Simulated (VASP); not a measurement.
## ZrSeBr2 under changes of volume

One of the cells (29.418 Å³/atom); the others are scaled copies at fixed shape and fractional positions:

```xyz
4
Lattice="3.4275 0.0000 0.0000 -1.7137 2.9683 0.0000 0.0000 0.0000 11.5665" Properties=species:S:1:pos:R:3 pbc="T T T"
Zr    0.0000    0.0000    5.7832
Se    1.7138    0.9894    0.0000
Br    1.7138    0.9894    7.6806
Br    1.7138    0.9894    3.8859
```

The cell was built by a generator and needn't be a form met in nature.

* Program: VASP 6.6.1
* Functional: PBE
* Potentials or basis: VASP PAW PBE potentials, release 64 (Zr_sv, Se, Br)
* Cutoff: 520 eV
* k mesh: 9 × 9 × 3
* Occupations: fermi-dirac, width 0.05 eV
* Spin: no spin polarisation

```tsv
volume (Å³/atom)	energy over the lowest point (meV/atom)	pressure (GPa)	largest force (eV/Å)
27.111	19.27	4.0	0.642
27.688	7.64	2.5	0.413
28.265	0.88	1.2	0.202
29.418	0.00	-0.9	0.171
29.995	5.00	-1.8	0.336
30.572	?	?	?
```

Problem. What does the run at 30.572 Å³/atom give?

Solution. Energy over the lowest point 13.12 meV/atom; pressure -2.6 GPa; largest force 0.488 eV/Å.

Worked out: A Birch-Murnaghan fit of order 3 (a polynomial in V^(-2/3)) to the other rows has its minimum at 28.90 Å³/atom with B0 = V·E''(V) = 54 GPa and B' = 4.6 at fixed shape and positions, which overstates the stiffness. It gives 13.13 meV/atom at 30.572 Å³/atom, against the run's 13.12, and -dE/dV = -2.7 GPa, against -2.6.

Energies are extrapolated to zero smearing.

Caveats: this functional lacks dispersion, which binds the layers, so the pressure and a relaxed spacing across them are unreliable.
